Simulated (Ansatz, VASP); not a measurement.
# Cross-check of AlBP2 (CuAu-ordered zincblende type (invented)) between VASP and Ansatz, part 2 of 2

Wanted: the spread between two codes on one cell, functional and k mesh. The cell is generated by rule, not measured, and may not be a known phase. The cell is taken from a series of runs on this material, whose earlier steps may have relaxed, scaled, displaced or heated it; both programs get it as it stands.

VASP 6.6.1 and Ansatz 0.2.0.

So far: The structure; VASP: relaxation of cell and atoms, PBEsol, pair 1; Ansatz: relaxation of cell and atoms, PBEsol, pair 1; Differences.

### Step 5. VASP: relaxation of cell and atoms, PBEsol, pair 2

Level of this step: PBEsol; plane waves and PAW (B, Al, P); invented cell (VASP).

The relaxed volume is the usual yardstick between codes: in a stiff, nearly cubic crystal its relative difference is about their pressure difference at one cell divided by the bulk modulus.

INCAR reads:

```
SYSTEM = AlBP2
PREC = Accurate
ENCUT = 500
EDIFF = 1E-07
NELM = 120
ISMEAR = 0
SIGMA = 0.01
LREAL = .FALSE.
ALGO = Normal
GGA = PS
NBANDS = 14
LORBIT = 11
LWAVE = .FALSE.
LCHARG = .FALSE.
ISIF = 3
IBRION = 2
NSW = 80
EDIFFG = -0.005
LASPH = .TRUE.
GGA_COMPAT = .FALSE.
NELMIN = 4
EFERMI = MIDGAP
KPAR = 2
```

POSCAR reads:

```
AlBP2
1.0
    3.4693700000      0.0000000000      0.0000000000
    0.0000000000      3.4693700000      0.0000000000
    0.0000000000      0.0000000000      5.2167830000
B Al P
1 1 2
Direct
    0.0000000000      0.0000000000      0.0000000000
    0.5000000000      0.5000000000      0.4999999042
    0.0000000000      0.5000000000      0.2067343035
    0.5000000000      0.0000000000      0.7932656965
```

KPOINTS reads:

```
Automatic mesh
0
Gamma
10 10 8
0 0 0
```

Potentials, in the order of the species: B, Al and P (PBE family, release 64).

The run is started by

```sh
$ mpirun -np 2 vasp_std
```

Numbers of over 12 decimals in the logs are rounded to 6 here.

What it wrote:

```text
[banner, memory and clock lines left out]
running    2 mpi-ranks, on    1 nodes
[...]
[... a notice as in an earlier step ...]

 LDA part: xc-table for (Slater+PW92), standard interpolation
 POSCAR, INCAR and KPOINTS ok, starting setup
[...]
entering main loop
       N       E                     dE             d eps       ncg     rms          rms(c)
DAV:   1     0.325442589423E+02    0.32544E+02   -0.64186E+03  2940   0.953E+02
DAV:   2    -0.215858839393E+02   -0.54130E+02   -0.49162E+02  3906   0.143E+02
DAV:   3    -0.242709046957E+02   -0.26850E+01   -0.26567E+01  3954   0.323E+01
DAV:   4    -0.243014016325E+02   -0.30497E-01   -0.30486E-01  3492   0.413E+00
[...]
DAV:  12    -0.236297948096E+02   -0.57103E-05   -0.10296E-05  3444   0.209E-02    0.284E-03
DAV:  13    -0.236297945820E+02    0.22754E-06   -0.41481E-07  3870   0.432E-03    0.120E-03
DAV:  14    -0.236297945693E+02    0.12698E-07   -0.10194E-07  2172   0.193E-03
   1 F= -.23629795E+02 E0= -.23629795E+02  d E =-.236298E+02
[...]
N       E                     dE             d eps       ncg     rms          rms(c)
DAV:   1    -0.236298115987E+02   -0.17017E-04   -0.35430E-04  3390   0.121E-01    0.203E-02
DAV:   2    -0.236298009508E+02    0.10648E-04   -0.26649E-05  3498   0.322E-02    0.124E-02
DAV:   3    -0.236297981750E+02    0.27759E-05   -0.59882E-06  3588   0.130E-02    0.281E-03
DAV:   4    -0.236297976837E+02    0.49122E-06   -0.27065E-07  3486   0.346E-03    0.185E-03
DAV:   5    -0.236297973542E+02    0.32953E-06   -0.65988E-08  1830   0.156E-03    0.104E-03
DAV:   6    -0.236297972801E+02    0.74078E-07   -0.10467E-08  1704   0.729E-04
   2 F= -.23629797E+02 E0= -.23629797E+02  d E =-.271080E-05
 trial-energy change:   -0.000003  1 .order   -0.000004   -0.000021    0.000013
 step:   0.5636(harm=  0.6157)  dis= 0.00013  next Energy=   -23.629800 (dE=-0.564E-05)
 reached required accuracy - stopping structural energy minimisation
```

Parts of OUTCAR (step 5):

```text
  Total       -0.0167074     -0.0167074     -0.0154455      0.0000000      0.0000000      0.0000000
  in kB       -0.4259726     -0.4259726     -0.3937991      0.0000000      0.0000000      0.0000000
  external PRESSURE =      -0.4152481 kB  Pullay stress =       0.0000000 kB

 POSITION                                       TOTAL-FORCE (eV/Angst)
 -----------------------------------------------------------------------------------
      3.47002      0.00000      0.00000         0.000000     -0.000000      0.000000
      1.73501      1.73501      2.60941         0.000000      0.000000      0.000000
      0.00000      1.73501      1.07867         0.000000     -0.000000      0.001356
      1.73501      0.00000      4.14014        -0.000000     -0.000000     -0.001356
 -----------------------------------------------------------------------------------
    total drift:                               -0.000000     -0.000000     -0.000036

  FREE ENERGIE OF THE ION-ELECTRON SYSTEM (eV)
  ---------------------------------------------------
  free  energy   TOTEN  =       -23.6297972801 eV

  energy  without entropy=      -23.6297972801  energy(sigma->0) =      -23.62979728

[... 2 parts as in an earlier step ...]

[... 2 further parts left out ...]
[key lines of the parts left out:]
E-fermi :   6.7410
```

### Step 6. Ansatz: relaxation of cell and atoms, PBEsol, pair 2

The same cell, functional and mesh now go to Ansatz, which takes its cutoff from its data sets.

The cell is taken from a series of runs on this material, whose earlier steps may have relaxed, scaled, displaced or heated it; both programs get it as it stands.

input.yaml reads:

```yaml
crystal:
  lattice:
    - [3.4693702227, 0.0, 0.0]
    - [0.0, 3.4693702227, 0.0]
    - [0.0, 0.0, 5.2167825607]
  atoms:
    - { symbol: B, position: [0.0, 0.0, 0.0] }
    - { symbol: Al, position: [0.5, 0.5, 0.5] }
    - { symbol: P, position: [0.0, 0.5, 0.2067342793] }
    - { symbol: P, position: [0.5, 0.0, 0.7932657207] }
kpoints:
  mp_grid: { grid: [10, 10, 8] }
hamiltonian:
  xc: pbesol
scf:
  occupations: { method: fixed }
output:
  forces: true
  stress: true
  eigenvalues: true
relax:
  adjacent_minimum: "off"
  f_tol: 0.001
  max_steps: 60
  cell: { stress_tol: 0.01 }
```

The run is started by

```sh
$ ansatz run input.yaml --threads 2 --pin off --max-ram 5120MiB --backend cpu --events-out ev --progress --plain --runs-dir out
```

What it wrote:

```text
[...]
Crystal: 4 atoms, lattice volume = 62.792 Å³
Basis set: ecut = 420 eV, 1237 PW (Γ), exchange–correlation on 48×48×72 points (8 copies of the dense FFT grid, shifted against one another)
Bands: 12, of which v1, the nominal top of the filled ones, is band 8 counted from 1 (7 counted from 0)
Symmetry: 8 space group operations
[...]
k-points: 105 of 800 (time reversal used)
[...]
--- Relaxed structure (3 steps of the walk, 3 accepted, 1 SCFs on fresh bases) ---
[...]
cell:  # Å, volume = 62.7818 Å³
    - [3.469023, 0.0, 0]
    - [0.0, 3.469023, 0.0]
    - [0, 0.0, 5.216985]
  atoms:
    - { symbol: B, position: [0, 0.0, 0] }
    - { symbol: Al, position: [0.5, 0.5, 0.500000] }
    - { symbol: P, position: [0, 0.5, 0.206694] }
    - { symbol: P, position: [0.5, 0.0, 0.793306] }
[key lines of the parts left out:]
SCF converged after 6 iterations
Free energy (F): -2158.282728 eV
Fermi energy:    7.466850 eV
P = ⅓ Tr σ = -0.0004 GPa (-0.004 kbar)
```

### Step 7. Side by side

What differs besides the data sets and the points named for the pairs above, as far as they apply: fixed occupations in Ansatz, narrow Gaussian smearing in VASP. Total energies have different zeros and are not compared.

Both answers:

```
                                         quantity  Ansatz   VASP  difference
                                      volume (Å³)   62.78  62.84     -0.09 %
edge a after relaxation, in the typed setting (Å)   3.469  3.470     -0.03 %
edge c after relaxation, in the typed setting (Å)   5.217  5.219     -0.03 %
```

### Step 8. Ansatz: zone-centre phonons, PBEsol

Second derivatives magnify differences that forces hide, and they need a tight electronic threshold.

The cell is taken from a series of runs on this material, whose earlier steps may have relaxed, scaled, displaced or heated it; both programs get it as it stands.

input.yaml reads:

```yaml
crystal:
  lattice:
    - [3.4690233601, 0.0, 0.0]
    - [0.0, 3.4690233601, 0.0]
    - [0.0, 0.0, 5.2169845813]
  atoms:
    - { symbol: B, position: [0.0, 0.0, 0.0] }
    - { symbol: Al, position: [0.5, 0.5, 0.5] }
    - { symbol: P, position: [0.0, 0.5, 0.2066937654] }
    - { symbol: P, position: [0.5, 0.0, 0.7933062346] }
kpoints:
  mp_grid: { grid: [10, 10, 8] }
hamiltonian:
  xc: pbesol
scf:
  occupations: { method: fixed }
output:
  eigenvalues: true
phonons:
  method: dfpt
  dielectric: true
  rigid_motions: translations
```

What it wrote:

```text
[...]
Crystal: 4 atoms, lattice volume = 62.782 Å³
Basis set: ecut = 420 eV, 1237 PW (Γ), exchange–correlation on 48×48×72 points (8 copies of the dense FFT grid, shifted against one another)
Bands: 12, of which v1, the nominal top of the filled ones, is band 8 counted from 1 (7 counted from 0)
Symmetry: 8 space group operations
k-points: 404 of 800 (irreducible under 1 space group operation, time reversal used)
[...]
optical modes at Γ + LO–TO along q̂ = [1.0000, 0.0000, 0.0000]:
      ω (cm⁻¹)  modes    IR ((D/Å)²/amu)
[...]
optical modes at Γ + LO–TO along q̂ = [0.0000, 1.0000, 0.0000]:
      ω (cm⁻¹)  modes    IR ((D/Å)²/amu)
[...]
optical modes at Γ + LO–TO along q̂ = [0.0000, 0.0000, 1.0000]:
      ω (cm⁻¹)  modes    IR ((D/Å)²/amu)
[...]
451.03      2             4.7882
        523.62      1             6.3696
        601.16      2            10.8310
        670.15      1             1.9794
[key lines of the parts left out:]
SCF converged after 8 iterations
Free energy (F): -2158.282728 eV
Fermi energy:    7.466850 eV
```

### Step 9. VASP: zone-centre phonons, PBEsol

The same cell, functional and mesh now go to VASP, with its own data sets.

INCAR reads:

```
SYSTEM = AlBP2
PREC = Accurate
ENCUT = 500
EDIFF = 1E-08
NELM = 120
ISMEAR = 0
SIGMA = 0.01
LREAL = .FALSE.
ALGO = Normal
GGA = PS
NBANDS = 14
LORBIT = 11
LWAVE = .FALSE.
LCHARG = .FALSE.
ISIF = 2
IBRION = 8
LEPSILON = .TRUE.
LASPH = .TRUE.
GGA_COMPAT = .FALSE.
EFERMI = MIDGAP
KPAR = 2
```

POSCAR reads:

```
AlBP2
1.0
    3.4690233601      0.0000000000      0.0000000000
    0.0000000000      3.4690233601      0.0000000000
    0.0000000000      0.0000000000      5.2169845813
B Al P
1 1 2
Direct
    0.0000000000      0.0000000000      0.0000000000
    0.5000000000      0.5000000000      0.5000000000
    0.0000000000      0.5000000000      0.2066937654
    0.5000000000      0.0000000000      0.7933062346
```

KPOINTS is that of step 5.

The run is started by

```sh
$ mpirun -np 2 vasp_std
```

What it wrote:

```text
[... set-up lines as in an earlier step ...]
 entering main loop
       N       E                     dE             d eps       ncg     rms          rms(c)
DAV:   1     0.346914685941E+02    0.34691E+02   -0.64240E+03  2940   0.954E+02
DAV:   2    -0.214366113790E+02   -0.56128E+02   -0.50987E+02  3960   0.143E+02
DAV:   3    -0.242680100033E+02   -0.28314E+01   -0.27957E+01  3946   0.330E+01
DAV:   4    -0.243018514917E+02   -0.33841E-01   -0.33831E-01  3432   0.418E+00
[...]
DAV:  14    -0.236297919395E+02    0.90940E-08   -0.11136E-07  3600   0.191E-03    0.848E-04
DAV:  15    -0.236297919703E+02   -0.30810E-07   -0.11118E-08  2316   0.717E-04    0.173E-04
DAV:  16    -0.236297919752E+02   -0.49718E-08   -0.20272E-09  2022   0.306E-04
   1 F= -.23629792E+02 E0= -.23629792E+02  d E =0.000000E+00
 Linear response reoptimize wavefunctions to high precision
DAV:   1    -0.236297919736E+02    0.16569E-08   -0.21390E-10  2382   0.119E-04
DAV:   2    -0.236297919736E+02   -0.15234E-10   -0.29085E-11  1926   0.413E-05
 Linear response G [H, r] |phi>, progress :
  Direction:   1
[...]
RMM:  13    -0.482940629067E-01   -0.47796E-08   -0.76232E-09  9939   0.562E-06    0.616E-07
 first order change of Fermi-energy  -0.32384E-04
 force on displaced ion       3 direction 2 :   0.000 -10.769  -0.001
 Born effective charge ion    3 direction 2 :   0.000  -1.479  -0.000
 Linear response progress:
  Degree of freedom:   7/  7
       N       E                     dE             d eps       ncg     rms          rms(c)
RMM:   1    -0.625929672044E-01   -0.62593E-01    0.28039E-02 11622   0.152E+00
RMM:   2    -0.581186484995E-01    0.44743E-02   -0.24728E-03  7995   0.313E-01    0.132E-01
RMM:   3    -0.580727281646E-01    0.45920E-04   -0.48806E-04  8208   0.930E-02    0.656E-02
RMM:   4    -0.581757888597E-01   -0.10306E-03   -0.77072E-05  8509   0.367E-02    0.257E-02
[...]
RMM:  10    -0.582327609637E-01    0.11621E-06    0.40544E-08  8829   0.555E-05    0.236E-05
RMM:  11    -0.582327934085E-01   -0.32445E-07   -0.83545E-10  9256   0.158E-05    0.414E-06
RMM:  12    -0.582327922722E-01    0.11363E-08    0.71309E-09  8860   0.992E-06    0.160E-06
 first order change of Fermi-energy  -0.15511E+01
 force on displaced ion       3 direction 3 :   0.000   0.000 -17.802
 Born effective charge ion    3 direction 3 :   0.000   0.000  -1.414
 Born effective charges drift removed
 Linear response finished
```

Parts of OUTCAR (step 9):

```text
 POSITION                                       TOTAL-FORCE (eV/Angst)
 -----------------------------------------------------------------------------------
      0.00000      0.00000      0.00000        -0.000000     -0.000000      0.000000
      1.73451      1.73451      2.60849         0.000000      0.000000      0.000000
      0.00000      1.73451      1.07832         0.000000      0.000000     -0.000961
      1.73451      0.00000      4.13867         0.000000     -0.000000      0.000961
 -----------------------------------------------------------------------------------
    total drift:                               -0.000000      0.000000     -0.000000

 MACROSCOPIC STATIC DIELECTRIC TENSOR (including local field effects in DFT)
 ------------------------------------------------------
          10.398752     0.000000    -0.000000
           0.000000    10.398752     0.000000
           0.000000     0.000000    10.376511
 ------------------------------------------------------

 MACROSCOPIC STATIC DIELECTRIC TENSOR IONIC CONTRIBUTION
 ------------------------------------------------------
           1.277583     0.000000     0.000000
           0.000000     1.277583     0.000000
           0.000000     0.000000     1.027050
 ------------------------------------------------------

[... 1 part as in an earlier step ...]
```

Energies printed during the response cycles are not total energies of the cell. With a direct gap this small, the dielectric response converges slowly with the mesh, so tensor and charges are uncertain; a mesh that holds the point of the least gap tends to give too large a tensor.

### Step 10. Side by side

What differs besides the data sets and the points named for the pairs above, as far as they apply: VASP's response is taken on the typed mesh, Ansatz refines its own for the field response alone. Total energies have different zeros and are not compared.

The two programs side by side:

```
                                     quantity  Ansatz   VASP  difference
                                        ε∞ xx   10.04  10.40     -3.47 %
                                        ε∞ yy   10.04  10.40     -3.47 %
                                        ε∞ zz   10.40  10.38     +0.18 %
 Born charge of B1 (mean of the diagonal) (e)    0.85   0.90       -0.04
Born charge of Al2 (mean of the diagonal) (e)    1.98   1.99        0.00
 Born charge of P3 (mean of the diagonal) (e)   -1.42  -1.44       +0.02
                   optical mode 1 to 2 (cm⁻¹)   180.3  179.9     +0.22 %
                        optical mode 3 (cm⁻¹)   433.9  433.9     -0.01 %
                   optical mode 4 to 5 (cm⁻¹)   451.0  451.3     -0.07 %
                        optical mode 6 (cm⁻¹)   502.6  502.7     -0.01 %
                   optical mode 7 to 8 (cm⁻¹)   601.2  600.9     +0.04 %
                        optical mode 9 (cm⁻¹)   665.8  665.9     -0.01 %
```

Modes are paired by rising frequency, not by their patterns, so a pair may set unlike modes beside each other; they are those without the splitting of longitudinal modes.

### Step 11. Outcome

```
difference in edge c after relaxation, in the typed setting (relaxation of cell and atoms, PBEsol, pair 1)           : -0.025 %
difference in volume (relaxation of cell and atoms, PBEsol, pair 2)                                                  : -0.093 %
r.m.s. difference of the optical zone-centre modes, each program's sorted by frequency (zone-centre phonons, PBEsol) : 0.26 cm⁻¹
difference in ε∞ xx (zone-centre phonons, PBEsol)                                                                    : -3.5 %
```

In words: The difference in volume is -0.093 % (relaxation of cell and atoms, PBEsol, pair 2), within the 1.2 % picked in this series as the mark of a large difference, as far as the stopping tolerances let one tell. Among the rows given in per cent, the largest difference of the zone-centre phonons, PBEsol pair is in ε∞ xx, -3.5 %. 1 further run of this series is not shown here. How closely two codes agree says nothing of how well the functional describes the real material.

[Lines on the potential files, build, host, timing and source positions are cut from VASP's logs without a mark.]

[Logs are printed without paths, hosts, clocks, repeated set-up lines and the standing remarks that a program may print on its own settings, such as how far it seeks lower states.]

[Hosts, paths, dates, database ids (printed as entryN), source tags and the programs' standing remarks are cut or masked in the printed files.]
